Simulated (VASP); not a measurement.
Calculation: LDA (Ceperley-Alder, Perdew-Zunger) + U (Dudarev), VASP's LDA PAW potentials (set 64) (plane waves; VASP).

A VASP calculation is set up with these files.

POSCAR:
```
KZnF3
1
    4.0500000000     0.0000000000     0.0000000000
    0.0000000000     4.0500000000     0.0000000000
    0.0000000000     0.0000000000     4.0500000000
K Zn F
1 1 3
Direct
  0.0000000000   0.0000000000   0.0000000000
  0.5000000000   0.5000000000   0.5000000000
  0.5000000000   0.0000000000   0.5000000000
  0.0000000000   0.5000000000   0.5000000000
  0.5000000000   0.5000000000   0.0000000000
```

**INCAR**
```
SYSTEM = KZnF3
PREC = Accurate; ENCUT = 400; LREAL = .False.
LASPH = .True.
EDIFF = 1E-6; NELM = 100; ALGO = Normal
LMAXMIX = 4
ISMEAR = -1; SIGMA = 0.05
LDAUL = -1 2 -1
LDAUU = 0 2.0 0
LDAUJ = 0 0 0
LDAU = .True.; LDAUTYPE = 2
ISIF = 2
LWAVE = .False.; LCHARG = .False.
```

File KPOINTS:
```
Automatic mesh
0
Gamma
4 4 4
0 0 0
```

POTCAR, in this order: K_sv Zn F (LDA.64 set). Program: vasp_std.

Output of the run:

### OSZICAR
```
       N       E                     dE             d eps       ncg     rms          rms(c)
DAV:   1     0.396950663636E+03    0.39695E+03   -0.19942E+04   500   0.169E+03
DAV:   2     0.459550121608E+01   -0.39236E+03   -0.38574E+03   590   0.452E+02
DAV:   3    -0.244190404316E+02   -0.29015E+02   -0.28921E+02   590   0.137E+02
DAV:   4    -0.250275437187E+02   -0.60850E+00   -0.60796E+00   864   0.187E+01
DAV:   5    -0.250322728597E+02   -0.47291E-02   -0.47283E-02   616   0.140E+00    0.117E+01
DAV:   6    -0.231031360953E+02    0.19291E+01   -0.62735E+00   733   0.442E+01    0.775E+00
DAV:   7    -0.231578311323E+02   -0.54695E-01   -0.17637E+00   517   0.901E+00    0.497E+00
DAV:   8    -0.231850724267E+02   -0.27241E-01   -0.10031E+00   659   0.162E+01    0.226E+00
DAV:   9    -0.231057449788E+02    0.79327E-01   -0.27617E-01   726   0.127E+01    0.457E-01
DAV:  10    -0.231063715601E+02   -0.62658E-03   -0.77369E-02   725   0.487E+00    0.334E-01
DAV:  11    -0.231054730034E+02    0.89856E-03   -0.97495E-03   684   0.115E+00    0.140E-01
DAV:  12    -0.231054565484E+02    0.16455E-04   -0.34891E-04   581   0.145E-01    0.122E-01
DAV:  13    -0.231052297494E+02    0.22680E-03   -0.11094E-03   722   0.678E-01    0.818E-03
DAV:  14    -0.231052387956E+02   -0.90462E-05   -0.10019E-04   549   0.850E-02    0.411E-03
DAV:  15    -0.231052390213E+02   -0.22575E-06   -0.27669E-06   540   0.223E-02
   1 F= -.23105239E+02 E0= -.23105239E+02  d E =-.443679E-10
```

### OUTCAR
```
------------------------ aborting loop because EDIFF is reached ----------------------------------------
  FORCE on cell =-STRESS in cart. coord.  units (eV):
  Direction    XX          YY          ZZ          XY          YZ          ZX
  --------------------------------------------------------------------------------------
  Total       -5.7775163     -5.7775163     -5.7775163      0.0000000     -0.0000000      0.0000000
  in kB     -139.3434931   -139.3434931   -139.3434931      0.0000000     -0.0000000      0.0000000
  external PRESSURE =    -139.3434931 kB  Pullay stress =       0.0000000 kB
  volume of cell :       66.43
      direct lattice vectors                 reciprocal lattice vectors
     4.050000000  0.000000000  0.000000000     0.246913580  0.000000000  0.000000000
     0.000000000  4.050000000  0.000000000     0.000000000  0.246913580  0.000000000
     0.000000000  0.000000000  4.050000000     0.000000000  0.000000000  0.246913580
 POSITION                                       TOTAL-FORCE (eV/Angst)
 -----------------------------------------------------------------------------------
      0.00000      0.00000      0.00000         0.000000      0.000000      0.000000
      2.02500      2.02500      2.02500         0.000000      0.000000      0.000000
      2.02500      0.00000      2.02500         0.000000      0.000000      0.000000
      0.00000      2.02500      2.02500         0.000000      0.000000      0.000000
      2.02500      2.02500      0.00000         0.000000      0.000000      0.000000
 -----------------------------------------------------------------------------------
    total drift:                                0.000000      0.000000      0.000000
  FREE ENERGIE OF THE ION-ELECTRON SYSTEM (eV)
  ---------------------------------------------------
  free  energy   TOTEN  =       -23.1052390213 eV

  energy  without entropy=      -23.1052390213  energy(sigma->0) =      -23.10523902
```
(Selected blocks of OUTCAR.)

At this cut-off the stress carries a Pulay error, which pulls relaxed volumes low.

The structure is a typed KZnF3 crystal. The cell was not relaxed at this level. The run is one of a series of settings (LDAU = .TRUE., LDAUJ = 0 0 0, LDAUL = -1 2 -1, LDAUTYPE = 2, LDAUU = 0 2.0 0 against the base run), some of them coarse on purpose.
